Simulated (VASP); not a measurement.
# ClSiBrH2 in VASP: reference runs

How does ClSiBrH2 come out in PBE? The cell is run as given.

Everything below comes from runs of VASP 6.6.1. Logs are shortened: lines on timing, memory, paths and dates and some standing lists are left out, and cuts for length are marked.

### 1 The molecule as given

The cell holds a molecule in a box, 5 atoms: a = 12.000 Å, b = 12.000 Å, c = 12.000 Å, α = 90.00°, β = 90.00°, γ = 90.00°.

### 2 Single point, PBE

Input file INCAR:

```
SYSTEM = SiH2BrCl
PREC = Accurate
ENCUT = 520
EDIFF = 1E-7
ISMEAR = 0
SIGMA = 0.01
LREAL = .False.
LASPH = .True.
NELM = 80
ALGO = Normal
ISIF = 2
LWAVE = .False.
LCHARG = .False.
GGA = PE
NBANDS = 18
```

Input file KPOINTS:

```
regular mesh
0
Gamma
  1 1 1
  0 0 0
```

Input file POSCAR:

```
SiH2BrCl
1.0
   12.0000000000      0.0000000000      0.0000000000
    0.0000000000     12.0000000000      0.0000000000
    0.0000000000      0.0000000000     12.0000000000
Cl Si Br H
1 1 1 2
Direct
    0.4081708300      0.4570166700      0.6258791700
    0.4962458300      0.4952750000      0.4855041700
    0.4010541700      0.6117250000      0.3797875000
    0.5151708300      0.3917750000      0.4218291700
    0.6011125000      0.5501583300      0.5189125000
```

Potentials or basis: VASP PAW PBE potentials, release 64 (Cl, Si, Br, H).

Started as:

```
$ cat potpaw_PBE.64/Cl/POTCAR potpaw_PBE.64/Si/POTCAR potpaw_PBE.64/Br/POTCAR potpaw_PBE.64/H/POTCAR > POTCAR
$ mpirun -np 1 vasp_gam > vasp.out
```

OUTCAR:

```text
SYSTEM = SiH2BrCl
   PREC = Accurate
   ENCUT = 520
   EDIFF = 1E-7
   ISMEAR = 0
   LREAL = .False.
   LASPH = .True.
   NELM = 80
   ISIF = 2
   GGA = PE

 ion  position               nearest neighbor table
   1  0.408  0.457  0.626-   2 2.04
   2  0.496  0.495  0.486-   4 1.48   5 1.48   1 2.04   3 2.21
   3  0.401  0.612  0.380-   2 2.21
   4  0.515  0.392  0.422-   2 1.48
   5  0.601  0.550  0.519-   2 1.48

  LATTYP: Found a simple cubic cell.
 ALAT       =    12.0000000000

  Lattice vectors:

 A1 = (  12.0000000000,   0.0000000000,   0.0000000000)
 A2 = (   0.0000000000,  12.0000000000,   0.0000000000)
 A3 = (   0.0000000000,   0.0000000000,  12.0000000000)

Analysis of symmetry for initial positions (statically):
=====================================================================
 Subroutine PRICEL returns:
 Original cell was already a primitive cell.

 Routine SETGRP: Setting up the symmetry group for a
 simple cubic supercell.

 Subroutine GETGRP returns: Found  1 space group operations
 (whereof  1 operations were pure point group operations)
 out of a pool of 48 trial point group operations.

The static configuration has the point symmetry C_1 .

Analysis of symmetry for dynamics (positions and initial velocities):
=====================================================================
 Subroutine PRICEL returns:
 Original cell was already a primitive cell.

 Routine SETGRP: Setting up the symmetry group for a
 simple cubic supercell.

 Subroutine GETGRP returns: Found  1 space group operations
 (whereof  1 operations were pure point group operations)
 out of a pool of 48 trial point group operations.

The dynamic configuration has the point symmetry C_1 .

 Subroutine INISYM returns: Found  1 space group operations
 (whereof  1 operations are pure point group operations),
 and found     1 'primitive' translations

----------------------------------------------------------------------------------------

                                     Primitive cell

  volume of cell :    1728.0000

  direct lattice vectors                    reciprocal lattice vectors
    12.000000000  0.000000000  0.000000000     0.083333333  0.000000000  0.000000000
     0.000000000 12.000000000  0.000000000     0.000000000  0.083333333  0.000000000
     0.000000000  0.000000000 12.000000000     0.000000000  0.000000000  0.083333333

  length of vectors
[... 64 lines left out ...]
   EDIFF  = 0.1E-06   stopping-criterion for ELM
   LREAL  =      F    real-space projection
   EDIFFG = 0.1E-05   stopping-criterion for IOM
   NSW    =      0    number of steps for IOM
   IBRION =     -1    ionic relax: 0-MD 1-quasi-New 2-CG
   NFREE  =      0    steps in history (QN), initial steepest desc. (CG)
   ISIF   =      2    stress and relaxation
   ISYM   =      2    0-nonsym 1-usesym 2-fastsym
   POTIM  = 0.5000    time-step for ionic-motion
   TEBEG  =    0.0;   TEEND  =   0.0 temperature during run
   PSTRESS=    0.0 pullay stress
   NELECT =      20.0000    total number of electrons
   NUPDOWN=      -1.0000    fix difference up-down
   EMIN   =  10.00;   EMAX   =-10.00  energy-range for DOS
   EFERMI =   0.00;   METHOD = LEGACY
   ISMEAR =     0;   SIGMA  =   0.01  broadening in eV -4-tet -1-fermi 0-gaus
   EFERMI_NEDOS =   21; number of points for ismear=-14 and -15
   IALGO  =     38    algorithm
   IMIX   =      4    mixing-type and parameters
     AMIX     =   0.40;   BMIX     =  1.00
     AMIX_MAG =   1.60;   BMIX_MAG =  1.00
  volume/ion in A,a.u.               =     345.60      2332.22
  Fermi-wavevector in a.u.,A,eV,Ry     =   0.370314  0.699792  1.865801  0.137133
  Thomas-Fermi vector in A             =   1.297595
   LORBIT       =      0    0 simple, 1 ext, 2 COOP (PROOUT), +10 PAW based schemes
   GGA     = PE    functional components
   LHFCALC =     F    Hartree Fock is set to
   AEXX    =    0.0000 exact exchange contribution
   IVDW    =     0    specifies the selected vdW correction
   LEPSILON=     F    determine dielectric tensor
   LRPA    =     F    only Hartree local field effects (RPA)
 non-spin polarized calculation
 Gauss-broadening in eV      SIGMA  =   0.01
  energy-cutoff  :      520.00
  volume of cell :     1728.00
 maximum number of plane-waves:     23293
 NGX is ok and might be reduce to    90
   NGX = 45   NGY = 45   NGZ = 45

 number of electron      20.0000000 magnetization

 Free energy of the ion-electron system (eV)
  ---------------------------------------------------
  ext. energy  EPLUGINS =         0.00000000
  ---------------------------------------------------
  free energy    TOTEN  =       -18.26684003 eV

  energy without entropy =      -18.26684003  energy(sigma->0) =      -18.26684003

 E-fermi :  -6.9529     XC(G=0):  -0.8821

 val. band max:       -7.0420674624   @ k =   0.0000   0.0000   0.0000
 cond. band min:      -1.0856977152   @ k =   0.0000   0.0000   0.0000
 fundamental gap:      5.9563697472
 Fermi energy:        -6.9529220988

 k-point     1 :       0.0000    0.0000    0.0000
  band No.  band energies     occupation
      1     -20.8403      2.00000
      2     -19.9497      2.00000
      3     -13.3262      2.00000
      4      -9.8060      2.00000
      5      -9.5606      2.00000
      6      -9.4410      2.00000
[... 10 lines left out ...]
     17       0.9388      0.00000
     18       0.9752      0.00000

------------------------ aborting loop because EDIFF is reached ----------------------------------------

  FORCE on cell =-STRESS in cart. coord.  units (eV):
  Direction    XX          YY          ZZ          XY          YZ          ZX
  --------------------------------------------------------------------------------------
  -------------------------------------------------------------------------------------
  Total        0.3701425      0.3964921      0.5509188     -0.0538732     -0.1697813     -0.0104429
  in kB        0.3431909      0.3676219      0.5108042     -0.0499505     -0.1574188     -0.0096825
  external PRESSURE =       0.4072057 kB  Pullay stress =       0.0000000 kB

 VOLUME and BASIS-vectors are now :
 -----------------------------------------------------------------------------
  energy-cutoff  :      520.00
  volume of cell :     1728.00
      direct lattice vectors                 reciprocal lattice vectors
    12.000000000  0.000000000  0.000000000     0.083333333  0.000000000  0.000000000
     0.000000000 12.000000000  0.000000000     0.000000000  0.083333333  0.000000000
     0.000000000  0.000000000 12.000000000     0.000000000  0.000000000  0.083333333

 POSITION                                       TOTAL-FORCE (eV/Angst)
 -----------------------------------------------------------------------------------
      4.89805      5.48420      7.51055        -0.109697     -0.062053      0.198268
      5.95495      5.94330      5.82605         0.066313     -0.021826     -0.022524
      4.81265      7.34070      4.55745        -0.111796      0.148495     -0.142725
      6.18205      4.70130      5.06195         0.025928     -0.127563     -0.074972
      7.21335      6.60190      6.22695         0.129253      0.062947      0.041953
 -----------------------------------------------------------------------------------
    total drift:                                0.000258      0.000256      0.000033

  FREE ENERGIE OF THE ION-ELECTRON SYSTEM (eV)
  ---------------------------------------------------
  free  energy   TOTEN  =       -18.2668400282 eV

  energy  without entropy=      -18.2668400282  energy(sigma->0) =      -18.26684003
```

OSZICAR:

```text
N       E                     dE             d eps       ncg     rms          rms(c)
DAV:   1     0.198116011549E+03    0.19812E+03   -0.44494E+03    36   0.644E+02
DAV:   2     0.497381845755E+02   -0.14838E+03   -0.13455E+03    54   0.116E+02
DAV:   3    -0.148494605664E+02   -0.64588E+02   -0.64264E+02    48   0.846E+01
[... 20 lines left out ...]
DAV:  24    -0.182668388158E+02   -0.35037E-05   -0.18854E-07    48   0.163E-03    0.846E-04
DAV:  25    -0.182668394805E+02   -0.66473E-06   -0.10509E-08    48   0.821E-04    0.255E-04
DAV:  26    -0.182668397907E+02   -0.31019E-06   -0.18290E-09    40   0.425E-04    0.137E-04
DAV:  27    -0.182668399882E+02   -0.19743E-06    0.19390E-09    46   0.272E-04    0.949E-05
DAV:  28    -0.182668400282E+02   -0.40016E-07    0.54113E-09    48   0.152E-04
   1 F= -.18266840E+02 E0= -.18266840E+02  d E =-.173179E-36
```

stdout:

```text
POSCAR found type information on POSCAR ClSiBrH
 POSCAR found :  4 types and       5 ions
 scaLAPACK will be used
 LDA part: xc-table for (Slater+PW92), standard interpolation
 POSCAR, INCAR and KPOINTS ok, starting setup
 FFT: planning ... GRIDC
 FFT: planning ... GRID_SOFT
 FFT: planning ... GRID
 WAVECAR not read
 entering main loop
```

Run time: 3.3 min. Hardware: 1 thread of Intel Xeon Platinum 8375C at 2.90GHz (Ice Lake), shared host; peak memory 1.3 GiB.

Results:

```
Free energy                     : -18.2668 eV
Largest force                   : 0.235 eV/Å
Gap between the frontier levels : 5.96 eV
```

Forces in eV/Å, atoms in the order of the input:
```
Cl  -0.110 -0.062  0.198
Si   0.066 -0.022 -0.023
Br  -0.112  0.148 -0.143
H    0.026 -0.128 -0.075
H    0.129  0.063  0.042
```

Levels at points of the mesh, in eV from the valence-band top:
```
           k point  band 7  band 8  band 9  band 10  band 11  band 12  band 13  band 14
(0.00, 0.00, 0.00)   -0.83   -0.69   -0.16     0.00     5.96     6.34     6.65     7.33
```

As with any semilocal functional, this PBE gap is likely too small.
